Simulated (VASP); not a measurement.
# BiSbS4 (P-3m1) in VASP: single point with PBE

Aim: the single point of BiSbS4 with PBE.

Everything below comes from runs of VASP 6.6.1. Logs are shortened: lines on timing, memory, paths and dates and some standing lists are left out, and cuts for length are marked.

### 1 Starting point

The structure is trigonal, space group P-3m1 (No. 164). Conventional cell: a = 3.812 Å, b = 3.812 Å, c = 13.040 Å, α = 90.00°, β = 90.00°, γ = 120.00°. Sb (site symmetry -3m) is surrounded by 6 S at 2.67 Å. Bi (site symmetry -3m) is surrounded by 6 S at 2.75 Å. Around S (site symmetry 3m) lie 3 Sb at 2.67 Å. S (site symmetry 3m) has 3 Bi at 2.75 Å as nearest neighbours.

The cell was built by a generator and needn't be a form met in nature.

### 2 Single point, PBE

Contents of INCAR:

```
SYSTEM = BiSbS4
  PREC = Normal
  ENCUT = 520
  EDIFF = 1E-5
  ISMEAR = 0
  SIGMA = 0.15
  LREAL = Auto
  LASPH = .TRUE.
  NELM = 80
  ALGO = Fast
  ISIF = 2
  LWAVE = .FALSE.
  LCHARG = .FALSE.
  GGA = PE
  NBANDS = 56
```

Contents of KPOINTS:

```
regular mesh
0
G
  7 7 2
  0 0 0
```

Contents of POSCAR:

```
BiSbS4
1.0
    3.8122680000      0.0000000000      0.0000000000
   -3.8122680000      6.6030420000      0.0000000000
    0.0000000000      0.0000000000     13.0401200000
Sb Bi S
2 2 8
Direct
    0.0000000000      0.0000000000      0.5000000000
    0.0000000000      0.5000000000      0.5000000000
    0.0000000000      0.0000000000      0.0000000000
    0.0000000000      0.5000000000      0.0000000000
    0.6666670000      0.1666665000      0.6159940000
    0.6666670000      0.6666665000      0.6159940000
    0.6666670000      0.1666665000      0.1260820000
    0.6666670000      0.6666665000      0.1260820000
    0.3333330000      0.3333335000      0.8739180000
    0.3333330000      0.8333335000      0.8739180000
    0.3333330000      0.3333335000      0.3840060000
    0.3333330000      0.8333335000      0.3840060000
```

Potentials or basis: VASP PAW PBE potentials, release 64 (Sb, Bi_d, S).

Command:

```console
$ cat potpaw_PBE.64/Sb/POTCAR potpaw_PBE.64/Bi_d/POTCAR potpaw_PBE.64/S/POTCAR > POTCAR
$ mpirun -np 1 vasp_std > vasp.out
```

OUTCAR:

```text
SYSTEM = BiSbS4
   PREC = Normal
   ENCUT = 520
   EDIFF = 1E-5
   ISMEAR = 0
   LREAL = Auto
   LASPH = .TRUE.
   NELM = 80
   ISIF = 2
   GGA = PE

 ion  position               nearest neighbor table
   1  0.000  0.000  0.500-   5 2.67  12 2.67   5 2.67  12 2.67   6 2.67  11 2.67
   2  0.000  0.500  0.500-   6 2.67  11 2.67   6 2.67  11 2.67  12 2.67   5 2.67
   3  0.000  0.000  0.000-   7 2.75  10 2.75   7 2.75  10 2.75   8 2.75   9 2.75   4 3.81   4 3.81
                             4 3.81   4 3.81
   4  0.000  0.500  0.000-   8 2.75   9 2.75   8 2.75   9 2.75  10 2.75   7 2.75   3 3.81   3 3.81
                             3 3.81   3 3.81
   5  0.667  0.167  0.616-   1 2.67   1 2.67   2 2.67
   6  0.667  0.667  0.616-   2 2.67   2 2.67   1 2.67
   7  0.667  0.167  0.126-   3 2.75   3 2.75   4 2.75
   8  0.667  0.667  0.126-   4 2.75   4 2.75   3 2.75
   9  0.333  0.333  0.874-   4 2.75   4 2.75   3 2.75
  10  0.333  0.833  0.874-   3 2.75   3 2.75   4 2.75
  11  0.333  0.333  0.384-   2 2.67   2 2.67   1 2.67
  12  0.333  0.833  0.384-   1 2.67   1 2.67   2 2.67

  LATTYP: Found a simple orthorhombic cell.
 ALAT       =     3.8122680000
 B/A-ratio  =     1.7320508422
 C/A-ratio  =     3.4205674942

  Lattice vectors:

 A1 = (   3.8122680000,   0.0000000000,   0.0000000000)
 A2 = (   0.0000000000,   6.6030420000,   0.0000000000)
 A3 = (   0.0000000000,   0.0000000000,  13.0401200000)

Analysis of symmetry for initial positions (statically):
=====================================================================
 Subroutine PRICEL returns following result:

  LATTYP: Found a hexagonal cell.
 ALAT       =     3.8122680000
 C/A-ratio  =     3.4205674942

  Lattice vectors:

 A1 = (   3.8122680000,   0.0000000000,   0.0000000000)
 A2 = (  -1.9061340000,   3.3015210000,   0.0000000000)
 A3 = (   0.0000000000,   0.0000000000,  13.0401200000)

   2 primitive cells build up your supercell.

 Routine SETGRP: Setting up the symmetry group for a
 simple orthorhombic supercell.

 Subroutine GETGRP returns: Found  4 space group operations
 (whereof  4 operations were pure point group operations)
 out of a pool of  8 trial point group operations.

The static configuration has the point symmetry C_2h.

Analysis of symmetry for dynamics (positions and initial velocities):
=====================================================================
 Subroutine PRICEL returns following result:

  LATTYP: Found a hexagonal cell.
 ALAT       =     3.8122680000
 C/A-ratio  =     3.4205674942

  Lattice vectors:

 A1 = (   3.8122680000,   0.0000000000,   0.0000000000)
 A2 = (  -1.9061340000,   3.3015210000,   0.0000000000)
 A3 = (   0.0000000000,   0.0000000000,  13.0401200000)

   2 primitive cells build up your supercell.

 Routine SETGRP: Setting up the symmetry group for a
 simple orthorhombic supercell.

 Subroutine GETGRP returns: Found  4 space group operations
 (whereof  4 operations were pure point group operations)
 out of a pool of  8 trial point group operations.

The dynamic configuration has the point symmetry C_2h.

 Subroutine INISYM returns: Found  4 space group operations
 (whereof  4 operations are pure point group operations),
 and found     2 'primitive' translations

----------------------------------------------------------------------------------------

                                     Primitive cell

  volume of cell :     164.1266

  direct lattice vectors                    reciprocal lattice vectors
     3.812268000  0.000000000  0.000000000     0.262311044  0.151445349  0.000000000
    -1.906134000  3.301521000  0.000000000     0.000000000  0.302890698  0.000000000
     0.000000000  0.000000000 13.040120000     0.000000000  0.000000000  0.076686411

  length of vectors
     3.812268000  3.812268057 13.040120000     0.302890702  0.302890698  0.076686411

  position of ions in fractional coordinates (direct lattice)
     0.000000000  0.000000000  0.500000000
     0.000000000  0.000000000  0.000000000
     0.666667000  0.333333000  0.615994000
     0.666667000  0.333333000  0.126082000
     0.333333000  0.666667000  0.873918000
     0.333333000  0.666667000  0.384006000

  ion indices of the primitive-cell ions
   primitive index   ion index
                 1           1
                 2           3
                 3           5
                 4           7
                 5          10
                 6          12

----------------------------------------------------------------------------------------

 KPOINTS: regular mesh

Automatic generation of k-mesh.
 Grid dimensions read from file:
 generate k-points for:    7    7    2

 Generating k-lattice:

  Cartesian coordinates                     Fractional coordinates (reciprocal lattice)
     0.037473006  0.021635050  0.000000000     0.142857143  0.000000000  0.000000000
     0.000000000  0.021635050  0.000000000     0.000000000  0.142857143  0.000000000
     0.000000000  0.000000000  0.038343205     0.000000000  0.000000000  0.500000000

  Length of vectors
     0.043270100  0.021635050  0.038343205

  Shift w.r.t. Gamma in fractional coordinates (k-lattice)
     0.000000000  0.000000000  0.000000000

 Subroutine IBZKPT returns following result:
 ===========================================

 Found     32 irreducible k-points:

 Following reciprocal coordinates:
            Coordinates               Weight
  0.000000  0.000000  0.000000      1.000000
  0.142857  0.000000  0.000000      4.000000
  0.285714  0.000000  0.000000      4.000000
  0.428571  0.000000  0.000000      4.000000
  0.000000  0.142857  0.000000      2.000000
  0.142857  0.142857  0.000000      4.000000
[... 16 lines left out ...]
  0.285714  0.142857  0.500000      4.000000
 -0.428571  0.142857  0.500000      4.000000
 [... further k-points ...]
   k-points           NKPTS =     32   k-points in BZ     NKDIM =     32   number of bands    NBANDS=     56
   number of dos      NEDOS =    301   number of ions     NIONS =     12
   total plane-waves  NPLWV =  92160
   dimension x,y,z NGX =    24 NGY =   48 NGZ =   80
   dimension x,y,z NGXF=    48 NGYF=   96 NGZF=  160
   ions per type =               2   2   8
   NGX,Y,Z   is equivalent  to a cutoff of  10.47, 10.47, 10.20 a.u.
   NGXF,Y,Z  is equivalent  to a cutoff of  20.93, 20.93, 20.40 a.u.
 SYSTEM =  BiSbS4
   PREC   = normal    normal or accurate (medium, high low for compatibility)
   ISTART =      0    job   : 0-new  1-cont  2-samecut
   ICHARG =      2    charge: 1-file 2-atom 10-const
   ISPIN  =      1    spin polarized calculation?
   LNONCOLLINEAR =      F non collinear calculations
   LSORBIT =      F    spin-orbit coupling
   LASPH  =      T    aspherical Exc in radial PAW
   ENCUT  =  520.0 eV  38.22 Ry    6.18 a.u.   7.09 14.18 24.25*2*pi/ulx,y,z
   NELM   =     80;   NELMIN=  2; NELMDL= -5     # of ELM steps
   EDIFF  = 0.1E-04   stopping-criterion for ELM
   LREAL  =      T    real-space projection
   EDIFFG = 0.1E-03   stopping-criterion for IOM
   NSW    =      0    number of steps for IOM
   IBRION =     -1    ionic relax: 0-MD 1-quasi-New 2-CG
   NFREE  =      0    steps in history (QN), initial steepest desc. (CG)
   ISIF   =      2    stress and relaxation
   ISYM   =      2    0-nonsym 1-usesym 2-fastsym
   POTIM  = 0.5000    time-step for ionic-motion
   TEBEG  =    0.0;   TEEND  =   0.0 temperature during run
   PSTRESS=    0.0 pullay stress
   NELECT =      88.0000    total number of electrons
   NUPDOWN=      -1.0000    fix difference up-down
   EMIN   =  10.00;   EMAX   =-10.00  energy-range for DOS
   EFERMI =   0.00;   METHOD = LEGACY
   ISMEAR =     0;   SIGMA  =   0.15  broadening in eV -4-tet -1-fermi 0-gaus
   EFERMI_NEDOS =   21; number of points for ismear=-14 and -15
   IALGO  =     68    algorithm
   IMIX   =      4    mixing-type and parameters
     AMIX     =   0.40;   BMIX     =  1.00
     AMIX_MAG =   1.60;   BMIX_MAG =  1.00
  volume/ion in A,a.u.               =      27.35       184.60
  Fermi-wavevector in a.u.,A,eV,Ry     =   1.055600  1.994795 15.160853  1.114291
  Thomas-Fermi vector in A             =   2.190804
   LORBIT       =      0    0 simple, 1 ext, 2 COOP (PROOUT), +10 PAW based schemes
   GGA     = PE    functional components
   LHFCALC =     F    Hartree Fock is set to
   AEXX    =    0.0000 exact exchange contribution
   IVDW    =     0    specifies the selected vdW correction
   LEPSILON=     F    determine dielectric tensor
   LRPA    =     F    only Hartree local field effects (RPA)
 non-spin polarized calculation
 RMM-DIIS sequential band-by-band and
 Gauss-broadening in eV      SIGMA  =   0.15
  energy-cutoff  :      520.00
  volume of cell :      328.25
 maximum number of plane-waves:      8870
   NGX = 15   NGY = 29   NGZ = 49

 number of electron      87.9999958 magnetization

 Free energy of the ion-electron system (eV)
  ---------------------------------------------------
  ext. energy  EPLUGINS =         0.00000000
  ---------------------------------------------------
  free energy    TOTEN  =       -49.69052524 eV

  energy without entropy =      -49.57887548  energy(sigma->0) =      -49.63470036

 E-fermi :   3.8069     XC(G=0):  -8.7993

 val. band max:        3.8016839118   @ k =   0.2857   0.0000   0.5000
 cond. band min:       3.8166769866   @ k =  -0.4286   0.4286   0.5000
 fundamental gap:      0.0149930748
 Fermi energy:         3.8069420686

 k-point     1 :       0.0000    0.0000    0.0000
  band No.  band energies     occupation
      1     -18.9102      2.00000
      2     -18.8762      2.00000
      3     -18.8762      2.00000
      4     -18.8568      2.00000
      5     -18.8460      2.00000
      6     -18.8298      2.00000
[... 1405 lines left out ...]
     55       8.0173      0.00000
     56       8.2584      0.00000

 [... further k-points ...]

------------------------ aborting loop because EDIFF is reached ----------------------------------------

  FORCE on cell =-STRESS in cart. coord.  units (eV):
  Direction    XX          YY          ZZ          XY          YZ          ZX
  --------------------------------------------------------------------------------------
  -------------------------------------------------------------------------------------
  Total        0.2767230     -0.0900834      0.0024741      0.0000000      0.0696764      0.0000000
  in kB        1.3506622     -0.4396895      0.0120757      0.0000000      0.3400849      0.0000000
  external PRESSURE =       0.3076828 kB  Pullay stress =       0.0000000 kB

 VOLUME and BASIS-vectors are now :
 -----------------------------------------------------------------------------
  energy-cutoff  :      520.00
  volume of cell :      328.25
      direct lattice vectors                 reciprocal lattice vectors
     3.812268000  0.000000000  0.000000000     0.262311044  0.151445349  0.000000000
    -3.812268000  6.603042000  0.000000000     0.000000000  0.151445349  0.000000000
     0.000000000  0.000000000 13.040120000     0.000000000  0.000000000  0.076686411

 POSITION                                       TOTAL-FORCE (eV/Angst)
 -----------------------------------------------------------------------------------
      0.00000      0.00000      6.52006         0.000000     -0.000000     -0.000000
     -1.90613      3.30152      6.52006        -0.000000     -0.000000     -0.000000
      0.00000      0.00000      0.00000        -0.000000     -0.000000     -0.000000
     -1.90613      3.30152      0.00000         0.000000     -0.000000     -0.000000
      1.90614      1.10051      8.03264        -0.000000      0.006134      0.029091
      0.00000      4.40203      8.03264        -0.000000      0.006134      0.029091
      1.90614      1.10051      1.64412        -0.000000      0.006035      0.011860
      0.00000      4.40203      1.64412        -0.000000      0.006035      0.011860
     -0.00000      2.20102     11.39600         0.000000     -0.006035     -0.011860
     -1.90614      5.50254     11.39600         0.000000     -0.006035     -0.011860
     -0.00000      2.20102      5.00748         0.000000     -0.006134     -0.029091
     -1.90614      5.50254      5.00748         0.000000     -0.006134     -0.029091
 -----------------------------------------------------------------------------------
    total drift:                               -0.000000      0.000000      0.000000

  FREE ENERGIE OF THE ION-ELECTRON SYSTEM (eV)
  ---------------------------------------------------
  free  energy   TOTEN  =       -49.6905252362 eV

  energy  without entropy=      -49.5788754750  energy(sigma->0) =      -49.63470036
```

Run time: 7.2 min. Hardware: 1 thread of Intel Xeon Platinum 8488C (Sapphire Rapids), shared host; peak memory 0.51 GiB.

What came out:

```yaml
Free_energy: -49.6905 eV
Pressure: 0.0 GPa
Largest_force: 0.030 eV/Å
Band_gap_on_the_k_mesh: none (metal or under the smearing width)
```

Forces in eV/Å, atoms in the order of the input:
```
Sb   0.000  0.000  0.000
Sb   0.000  0.000  0.000
Bi   0.000  0.000  0.000
Bi   0.000  0.000  0.000
S    0.000  0.006  0.029
S    0.000  0.006  0.029
S    0.000  0.006  0.012
S    0.000  0.006  0.012
S    0.000 -0.006 -0.012
S    0.000 -0.006 -0.012
S    0.000 -0.006 -0.029
S    0.000 -0.006 -0.029
```

Caveat: spin-orbit coupling is left out, which moves the levels of the heavy elements; this functional lacks dispersion, which binds the layers, so the pressure and a relaxed spacing across them are unreliable.
